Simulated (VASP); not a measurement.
Here is the system:

```
Li2Se
1.0
    0.00000     2.98067     2.98067
    2.98067     0.00000     2.98067
    2.98067     2.98067     0.00000
Li Se
2 1
Cartesian
  1.49033   1.49033   1.49033
  4.47100   4.47100   4.47100
  5.96134   2.98067   2.98067
```

The numbers are results of revTPSS meta-GGA, VASP's PBE PAW potentials (set 64) (plane waves; VASP), not measurements. Run with 520 eV cut-off, 7×7×7 Γ-centred mesh, tetrahedra with Blöchl corrections, potentials Li_sv Se.

Problem. What does the run give for the energy per atom (σ→0), band gap (over mesh and band path) with the smallest direct gap where there is one?

Solution. 
band gap (over mesh and band path): 3.01 eV
smallest direct gap (over mesh and band path): 3.69 eV
energy per atom (σ→0): -1.788 eV/atom

The compound is Li2Se in the antifluorite structure. It was relaxed first.
